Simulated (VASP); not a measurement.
These are MS2 meta-GGA, VASP's PBE PAW potentials (set 64) (plane waves; VASP) values and carry that method's errors.

VASP input:

**INCAR**
```
ALGO=Normal
EDIFF=1E-6
EDIFFG=-0.02
ENCUT=520
IBRION=2
ISIF=3
ISMEAR=1
LASPH=.True.
LCHARG=.False.
LMIXTAU=.True.
LREAL=.False.
LWAVE=.False.
METAGGA=MS2
NELM=100
NSW=60
PREC=Accurate
SIGMA=0.1
SYSTEM=C
```

File KPOINTS:
```
Automatic mesh
0
Gamma
13 13 4
0 0 0
```

**POSCAR**
```
C
1.0
  1.2276005447  -2.1262660245   0.0000000000
  1.2276005447   2.1262660245   0.0000000000
  0.0000000000   0.0000000000   7.1178359855
C
4
direct
  1.0000000000   1.0000000000   0.2500000000
  0.0000000000   0.0000000000   0.7500000000
  0.3333330000   0.6666670000   0.2500000000
  0.6666670000   0.3333330000   0.7500000000
```

POTCAR, in this order: C (PBE.64 set). Program: vasp_std.

Output

OSZICAR:
```
       N       E                     dE             d eps       ncg     rms          rms(c)
DAV:   1     0.246700728667E+02    0.24670E+02   -0.78546E+03  1528   0.116E+03
DAV:   2    -0.592645091262E+02   -0.83935E+02   -0.76988E+02  2112   0.229E+02
DAV:   3    -0.627785732120E+02   -0.35141E+01   -0.34840E+01  1920   0.465E+01
DAV:   4    -0.628191385484E+02   -0.40565E-01   -0.40474E-01  1872   0.562E+00
DAV:   5    -0.628199762459E+02   -0.83770E-03   -0.83737E-03  1808   0.767E-01    0.912E+00
DAV:   6    -0.464544141627E+02    0.16366E+02   -0.60847E+00  1684   0.243E+01    0.537E+00
DAV:   7    -0.425201895876E+02    0.39342E+01   -0.13313E+00  1664   0.156E+01    0.200E+00
DAV:   8    -0.456386263340E+02   -0.31184E+01   -0.22213E+00  1668   0.164E+01    0.108E+00
DAV:   9    -0.444301689538E+02    0.12085E+01   -0.10458E+00  1540   0.138E+01    0.405E-01
DAV:  10    -0.448900882831E+02   -0.45992E+00   -0.45394E-01  1568   0.875E+00    0.390E-01
DAV:  11    -0.444036160460E+02    0.48647E+00   -0.78244E-01  1520   0.106E+01    0.465E-01
DAV:  12    -0.441305921862E+02    0.27302E+00   -0.15656E-01  1572   0.475E+00    0.255E-01
DAV:  13    -0.441317100637E+02   -0.11179E-02   -0.18759E-03  1912   0.536E-01    0.290E-01
DAV:  14    -0.441319057615E+02   -0.19570E-03   -0.32258E-05  1828   0.651E-02    0.295E-01
DAV:  15    -0.441302252314E+02    0.16805E-02   -0.11955E-03  1704   0.318E-01    0.217E-01
DAV:  16    -0.441271530892E+02    0.30721E-02   -0.81604E-03  1712   0.745E-01    0.710E-02
DAV:  17    -0.441269487202E+02    0.20437E-03   -0.28314E-04  1804   0.177E-01    0.557E-02
DAV:  18    -0.441270637756E+02   -0.11506E-03   -0.22693E-05  1816   0.686E-02    0.459E-02
DAV:  19    -0.441277346655E+02   -0.67089E-03   -0.32868E-04  1660   0.241E-01    0.176E-02
DAV:  20    -0.441277426271E+02   -0.79616E-05   -0.10495E-05  1876   0.428E-02    0.173E-02
DAV:  21    -0.441277444890E+02   -0.18620E-05   -0.44977E-05  1644   0.573E-02    0.372E-03
DAV:  22    -0.441277111718E+02    0.33317E-04   -0.13626E-05  1656   0.407E-02    0.205E-03
DAV:  23    -0.441277215781E+02   -0.10406E-04   -0.41168E-07  1208   0.713E-03    0.250E-03
DAV:  24    -0.441277121364E+02    0.94418E-05   -0.27754E-07   992   0.528E-03    0.707E-04
DAV:  25    -0.441277199488E+02   -0.78124E-05   -0.62966E-08   892   0.309E-03    0.342E-04
DAV:  26    -0.441277187375E+02    0.12114E-05   -0.81545E-09   872   0.120E-03    0.202E-04
DAV:  27    -0.441277194053E+02   -0.66781E-06   -0.10706E-08   844   0.121E-03
   1 F= -.44127719E+02 E0= -.44127764E+02  d E =-.441277E+02
```

### OUTCAR
```
------------------------ aborting loop because EDIFF is reached ----------------------------------------
  FORCE on cell =-STRESS in cart. coord.  units (eV):
  Direction    XX          YY          ZZ          XY          YZ          ZX
  --------------------------------------------------------------------------------------
  Total       -0.0237945     -0.0237945      0.0066660      0.0000000      0.0000000     -0.0000000
  in kB       -1.0259714     -1.0259709      0.2874243      0.0000000      0.0000000     -0.0000000
  external PRESSURE =      -0.5881727 kB  Pullay stress =       0.0000000 kB
  volume of cell :       37.16
      direct lattice vectors                 reciprocal lattice vectors
     1.227600545 -2.126266025  0.000000000     0.407298614 -0.235154018  0.000000000
     1.227600545  2.126266025  0.000000000     0.407298614  0.235154018  0.000000000
     0.000000000  0.000000000  7.117835986     0.000000000  0.000000000  0.140492139
 POSITION                                       TOTAL-FORCE (eV/Angst)
 -----------------------------------------------------------------------------------
      0.00000      0.00000      1.77946        -0.000000      0.000000     -0.000000
      0.00000      0.00000      5.33838         0.000000     -0.000000      0.000000
      1.22760      0.70876      1.77946        -0.000000     -0.000000      0.000000
      1.22760     -0.70876      5.33838        -0.000000      0.000000      0.000000
 -----------------------------------------------------------------------------------
    total drift:                               -0.000000     -0.000000      0.000000
  FREE ENERGIE OF THE ION-ELECTRON SYSTEM (eV)
  ---------------------------------------------------
  free  energy   TOTEN  =       -44.1277194053 eV

  energy  without entropy=      -44.1278527238  energy(sigma->0) =      -44.12776384

 reached required accuracy - stopping structural energy minimisation
```
(Selected blocks of OUTCAR.)

The compound is C in the graphite structure. It was relaxed first, which changed the volume by +6 %. The start is the result of an earlier pass.
